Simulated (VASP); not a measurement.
All values below come from MS2 meta-GGA, VASP's PBE PAW potentials (set 64) (plane waves; VASP).

VASP ran on this input.

**INCAR**
```
# general
SYSTEM  = BN
PREC    = Accurate
ENCUT   = 520
LREAL   = .FALSE.
LASPH   = .TRUE.

# electronic loop
EDIFF   = 1E-6
NELM    = 100
ALGO    = Normal
LMIXTAU = .TRUE.

# smearing
ISMEAR  = 0
SIGMA   = 0.05

# functional
METAGGA = MS2

# ions
IBRION  = 2
NSW     = 60
ISIF    = 3
EDIFFG  = -0.02

# output
LWAVE   = .FALSE.
LCHARG  = .FALSE.
```

POSCAR:
```
BN
1.0
  1.2712230378  -2.2018231076   0.0000000000
  1.2712230378   2.2018231076   0.0000000000
  0.0000000000   0.0000000000   4.2050197319
B N
2 2
direct
  0.6666670000   0.3333330000   0.5002486094
  0.3333330000   0.6666670000   0.0002486094
  0.6666670000   0.3333330000   0.8747513906
  0.3333330000   0.6666670000   0.3747513906
```

KPOINTS:
```
Regular mesh
0
Gamma
9 9 5
```

POTCAR, in this order: B N (PBE.64 set). Program: vasp_std.

The resulting files:

File OSZICAR:
```
       N       E                     dE             d eps       ncg     rms          rms(c)
DAV:   1     0.103455667623E+02    0.10346E+02   -0.81674E+03   864   0.122E+03
DAV:   2    -0.671437748353E+02   -0.77489E+02   -0.72097E+02  1208   0.257E+02
DAV:   3    -0.695813962472E+02   -0.24376E+01   -0.24252E+01  1148   0.463E+01
DAV:   4    -0.695949041243E+02   -0.13508E-01   -0.13499E-01  1064   0.359E+00
DAV:   5    -0.695950395295E+02   -0.13541E-03   -0.13535E-03  1132   0.336E-01    0.898E+00
DAV:   6    -0.400201379588E+02    0.29575E+02   -0.86868E+00  1020   0.286E+01    0.454E+00
DAV:   7    -0.418647857041E+02   -0.18446E+01   -0.26873E+00   872   0.216E+01    0.363E+00
DAV:   8    -0.421725611576E+02   -0.30778E+00   -0.12148E+00  1068   0.133E+01    0.155E+00
DAV:   9    -0.422690804640E+02   -0.96519E-01   -0.31309E-01   888   0.839E+00    0.701E-01
DAV:  10    -0.423241532935E+02   -0.55073E-01   -0.11174E-01   916   0.435E+00    0.199E-01
DAV:  11    -0.423419676518E+02   -0.17814E-01   -0.19199E-02   988   0.190E+00    0.143E-01
DAV:  12    -0.423427522675E+02   -0.78462E-03   -0.28376E-03  1072   0.575E-01    0.504E-02
DAV:  13    -0.423435709223E+02   -0.81865E-03   -0.59433E-04  1008   0.288E-01    0.273E-02
DAV:  14    -0.423434427259E+02    0.12820E-03   -0.45535E-05   996   0.101E-01    0.662E-03
DAV:  15    -0.423436416683E+02   -0.19894E-03   -0.11519E-05  1016   0.484E-02    0.402E-03
DAV:  16    -0.423435312127E+02    0.11046E-03   -0.46762E-06   964   0.318E-02    0.137E-03
DAV:  17    -0.423435640078E+02   -0.32795E-04   -0.36815E-07   548   0.791E-03    0.868E-04
DAV:  18    -0.423435602765E+02    0.37312E-05   -0.46559E-08   496   0.294E-03    0.186E-04
DAV:  19    -0.423435621203E+02   -0.18438E-05   -0.18063E-08   484   0.168E-03    0.105E-04
DAV:  20    -0.423435615522E+02    0.56815E-06   -0.20830E-09   476   0.676E-04
   1 F= -.42343562E+02 E0= -.42343562E+02  d E =-.423436E+02
       N       E                     dE             d eps       ncg     rms          rms(c)
DAV:   1    -0.423430860654E+02    0.47605E-03   -0.25961E-02  1032   0.176E+00    0.197E-01
DAV:   2    -0.423435541806E+02   -0.46812E-03   -0.18263E-03  1036   0.497E-01    0.806E-02
DAV:   3    -0.423433631091E+02    0.19107E-03   -0.38914E-04  1036   0.182E-01    0.263E-02
DAV:   4    -0.423435205799E+02   -0.15747E-03   -0.14912E-05  1024   0.551E-02    0.174E-02
DAV:   5    -0.423433181540E+02    0.20243E-03   -0.16912E-05   920   0.647E-02    0.669E-03
DAV:   6    -0.423435091067E+02   -0.19095E-03   -0.93690E-06   912   0.499E-02    0.379E-03
DAV:   7    -0.423434889654E+02    0.20141E-04   -0.47042E-07   532   0.116E-02    0.155E-03
DAV:   8    -0.423435110175E+02   -0.22052E-04   -0.28963E-07   484   0.743E-03    0.366E-04
DAV:   9    -0.423435082205E+02    0.27970E-05   -0.23495E-08   468   0.222E-03    0.315E-04
DAV:  10    -0.423435051033E+02    0.31171E-05   -0.11637E-08   464   0.171E-03    0.129E-04
DAV:  11    -0.423435006162E+02    0.44872E-05   -0.41810E-09   460   0.102E-03    0.561E-05
DAV:  12    -0.423435013151E+02   -0.69892E-06   -0.37427E-10   456   0.286E-04
   2 F= -.42343501E+02 E0= -.42343501E+02  d E =0.602371E-04
       N       E                     dE             d eps       ncg     rms          rms(c)
DAV:   1    -0.423436422413E+02   -0.14163E-03   -0.72811E-03  1028   0.932E-01    0.105E-01
DAV:   2    -0.423437384448E+02   -0.96204E-04   -0.50866E-04  1024   0.262E-01    0.428E-02
DAV:   3    -0.423438348954E+02   -0.96451E-04   -0.11192E-04  1036   0.972E-02    0.142E-02
DAV:   4    -0.423437573980E+02    0.77497E-04   -0.42575E-06  1016   0.291E-02    0.949E-03
DAV:   5    -0.423438465321E+02   -0.89134E-04   -0.46893E-06   904   0.340E-02    0.371E-03
DAV:   6    -0.423437565952E+02    0.89937E-04   -0.29282E-06   900   0.277E-02    0.199E-03
DAV:   7    -0.423437691085E+02   -0.12513E-04   -0.14970E-07   460   0.657E-03    0.809E-04
DAV:   8    -0.423437580272E+02    0.11081E-04   -0.84257E-08   452   0.399E-03    0.216E-04
DAV:   9    -0.423437600532E+02   -0.20260E-05   -0.75673E-09   436   0.127E-03    0.173E-04
DAV:  10    -0.423437621071E+02   -0.20539E-05   -0.44951E-09   432   0.106E-03    0.617E-05
DAV:  11    -0.423437641432E+02   -0.20361E-05   -0.12038E-09   432   0.537E-04    0.348E-05
DAV:  12    -0.423437637888E+02    0.35443E-06   -0.11566E-10   432   0.161E-04
   3 F= -.42343764E+02 E0= -.42343764E+02  d E =-.202237E-03
```

**OUTCAR**
```
------------------------ aborting loop because EDIFF is reached ----------------------------------------
  FORCE on cell =-STRESS in cart. coord.  units (eV):
  Direction    XX          YY          ZZ          XY          YZ          ZX
  --------------------------------------------------------------------------------------
  Total        0.0001340      0.0001340      0.0016993      0.0000000     -0.0000000      0.0000000
  in kB        0.0091448      0.0091448      0.1159608      0.0000000     -0.0000000      0.0000000
  external PRESSURE =       0.0447501 kB  Pullay stress =       0.0000000 kB
  volume of cell :       23.48
      direct lattice vectors                 reciprocal lattice vectors
     1.270111241 -2.199897419 -0.000000000     0.393666306 -0.227283325 -0.000000000
     1.270111241  2.199897419 -0.000000000     0.393666306  0.227283325  0.000000000
     0.000000000 -0.000000000  4.201425985     0.000000000 -0.000000000  0.238014427
  FREE ENERGIE OF THE ION-ELECTRON SYSTEM (eV)
  ---------------------------------------------------
  free  energy   TOTEN  =       -42.3437637888 eV

  energy  without entropy=      -42.3437637888  energy(sigma->0) =      -42.34376379

 reached required accuracy - stopping structural energy minimisation
```
(Selected blocks of OUTCAR.)

File CONTCAR:
```
BN
   1.00000000000000
     1.2701112411211366   -2.1998974186915490   -0.0000000000000000
     1.2701112411211366    2.1998974186915490   -0.0000000000000000
     0.0000000000000000   -0.0000000000000000    4.2014259851500171
  B               N
     2     2
Direct
     0.6666669999999968    0.3333330000000032    0.5002118905680070
     0.3333330000000032    0.6666669999999968    0.0002118905680069
     0.6666669999999968    0.3333330000000032    0.8747881094319930
     0.3333330000000032    0.6666669999999968    0.3747881094319931
```

The compound is BN in the wurtzite structure, a metastable high-pressure form. This run relaxes it. Symmetry was kept, so distortions that lower it aren't found. The start is the result of an earlier pass.
